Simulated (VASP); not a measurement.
Computed with MS2 meta-GGA, VASP's PBE PAW potentials (set 64) (plane waves; VASP).

Input for VASP

KPOINTS_OPT:
```
k-points along high-symmetry lines
10
Line-mode
Reciprocal
  0.000000   0.000000   0.000000 ! GAMMA
 -0.500000  -0.500000   0.000000 ! X

 -0.500000  -0.500000   0.000000 ! X
 -0.375000  -0.375000   0.250000 ! U

 -0.375000  -0.000000   0.375000 ! K
  0.000000   0.000000   0.000000 ! GAMMA

  0.000000   0.000000   0.000000 ! GAMMA
 -0.000000  -0.000000   0.500000 ! L

 -0.000000  -0.000000   0.500000 ! L
 -0.500000  -0.250000   0.250000 ! W

 -0.500000  -0.250000   0.250000 ! W
 -0.500000  -0.500000   0.000000 ! X
```

**INCAR**
```
ALGO = Normal
EDIFF = 1E-7
ENCUT = 520
ISIF = 2
ISMEAR = -5
LASPH = .TRUE.
LCHARG = .FALSE.
LMIXTAU = .TRUE.
LORBIT = 11
LREAL = .FALSE.
LWAVE = .FALSE.
METAGGA = MS2
NEDOS = 601
NELM = 100
PREC = Accurate
SYSTEM = BN
```

### POSCAR
```
BN
1
    0.0000000000     1.8022853153     1.8022853153
    1.8022853153     0.0000000000     1.8022853153
    1.8022853153     1.8022853153     0.0000000000
B N
1 1
Direct
  0.0000000000   0.0000000000   0.0000000000
  0.2500000000   0.2500000000   0.2500000000
```

**KPOINTS**
```
Automatic mesh
0
Gamma
14 14 14
0 0 0
```

POTCAR, in this order: B N (PBE.64 set). Program: vasp_std.

Output

File OSZICAR:
```
       N       E                     dE             d eps       ncg     rms          rms(c)
DAV:   1    -0.960761138757E+01   -0.96076E+01   -0.51449E+03  1712   0.965E+02
DAV:   2    -0.346530986287E+02   -0.25045E+02   -0.24786E+02  2240   0.165E+02
DAV:   3    -0.348307173135E+02   -0.17762E+00   -0.17762E+00  1984   0.171E+01
DAV:   4    -0.348308602211E+02   -0.14291E-03   -0.14291E-03  2384   0.412E-01
DAV:   5    -0.348308602450E+02   -0.23965E-07   -0.23965E-07  1912   0.412E-03    0.637E+00
DAV:   6    -0.197578863602E+02    0.15073E+02   -0.54557E+00  1960   0.180E+01    0.310E+00
DAV:   7    -0.210906731374E+02   -0.13328E+01   -0.13833E+00  1664   0.124E+01    0.258E+00
DAV:   8    -0.211528558180E+02   -0.62183E-01   -0.90121E-01  2208   0.897E+00    0.112E+00
DAV:   9    -0.211181794315E+02    0.34676E-01   -0.17489E-01  1712   0.516E+00    0.462E-01
DAV:  10    -0.211678540179E+02   -0.49675E-01   -0.21459E-01  1664   0.616E+00    0.377E-01
DAV:  11    -0.211958517504E+02   -0.27998E-01   -0.14622E-02  1680   0.164E+00    0.265E-01
DAV:  12    -0.212084932546E+02   -0.12642E-01   -0.17497E-02  1664   0.148E+00    0.633E-02
DAV:  13    -0.212090239918E+02   -0.53074E-03   -0.96340E-04  2288   0.357E-01    0.259E-02
DAV:  14    -0.212087992716E+02    0.22472E-03   -0.11241E-04  1664   0.147E-01    0.732E-03
DAV:  15    -0.212088672107E+02   -0.67939E-04   -0.74111E-06  1720   0.328E-02    0.613E-03
DAV:  16    -0.212088649939E+02    0.22168E-05   -0.59212E-06  1664   0.344E-02    0.207E-03
DAV:  17    -0.212088699631E+02   -0.49693E-05   -0.59664E-07  1744   0.113E-02    0.107E-03
DAV:  18    -0.212088675118E+02    0.24513E-05   -0.11409E-07  1224   0.364E-03    0.550E-04
DAV:  19    -0.212088678471E+02   -0.33534E-06   -0.29370E-08   832   0.186E-03    0.197E-04
DAV:  20    -0.212088676461E+02    0.20101E-06   -0.31432E-09   832   0.818E-04    0.614E-05
DAV:  21    -0.212088675677E+02    0.78413E-07   -0.17848E-10   832   0.208E-04
   1 F= -.21208868E+02 E0= -.21208868E+02  d E =0.000000E+00
       N       E                     dE             ncg
```

OUTCAR:
```
------------------------ aborting loop because EDIFF is reached ----------------------------------------
  FORCE on cell =-STRESS in cart. coord.  units (eV):
  Direction    XX          YY          ZZ          XY          YZ          ZX
  --------------------------------------------------------------------------------------
  Total       -0.0025477     -0.0025477     -0.0025477      0.0000000      0.0000000      0.0000000
  in kB       -0.3486307     -0.3486307     -0.3486307      0.0000000      0.0000000      0.0000000
  external PRESSURE =      -0.3486307 kB  Pullay stress =       0.0000000 kB
  volume of cell :       11.71
      direct lattice vectors                 reciprocal lattice vectors
     0.000000000  1.802285315  1.802285315    -0.277425553  0.277425553  0.277425553
     1.802285315  0.000000000  1.802285315     0.277425553 -0.277425553  0.277425553
     1.802285315  1.802285315  0.000000000     0.277425553  0.277425553 -0.277425553
  FREE ENERGIE OF THE ION-ELECTRON SYSTEM (eV)
  ---------------------------------------------------
  free  energy   TOTEN  =       -21.2088675677 eV

  energy  without entropy=      -21.2088675677  energy(sigma->0) =      -21.20886757

 total charge

# of ion       s       p       d       tot
------------------------------------------
    1        0.683   1.364   0.000   2.047
    2        1.230   2.804   0.000   4.034
--------------------------------------------------
tot          1.913   4.168   0.000   6.081
```
(Selected blocks of OUTCAR.)

OUTCAR:
```
 val. band max:        7.2610745104   @ k =   0.0000   0.0000   0.0000

 cond. band min:      12.2020119520   @ k =   0.5000   0.5000   0.0000


 Fermi energy:         7.3140081164

 k-point     1 :       0.0000    0.0000    0.0000
  band No.  band energies     occupation
      1     -13.9400      2.00000
      2       7.2611      2.00000
      3       7.2611      2.00000
      4       7.2611      2.00000
      5      17.0551      0.00000
      6      17.0551      0.00000
      7      17.0551      0.00000
      8      18.4427      0.00000

 k-point     2 :       0.0714    0.0000    0.0000
  band No.  band energies     occupation
      1     -13.8128      2.00000
      2       6.5623      2.00000
      3       7.1263      2.00000
      4       7.1263      2.00000
      5      17.1560      0.00000
      6      17.2673      0.00000
      7      17.2673      0.00000
      8      18.9448      0.00000

 k-point     3 :       0.1429    0.0000    0.0000
  band No.  band energies     occupation
      1     -13.4354      2.00000
      2       4.8528      2.00000
      3       6.7790      2.00000
      4       6.7790      2.00000
      5      17.3597      0.00000
      6      17.7967      0.00000
      7      17.7967      0.00000
      8      20.1314      0.00000

 k-point     4 :       0.2143    0.0000    0.0000
  band No.  band energies     occupation
      1     -12.8208      2.00000
      2       2.7215      2.00000
      3       6.3391      2.00000
      4       6.3391      2.00000
      5      17.6068      0.00000
      6      18.3904      0.00000
      7      18.3904      0.00000
      8      21.4071      0.00000

 k-point     5 :       0.2857    0.0000    0.0000
  band No.  band energies     occupation
      1     -12.0004      2.00000
      2       0.5340      2.00000
      3       5.9138      2.00000
      4       5.9138      2.00000
      5      17.8621      0.00000
      6      18.8066      0.00000
      7      18.8066      0.00000
...
```

The compound is BN in the zinc blende structure. It was relaxed first.
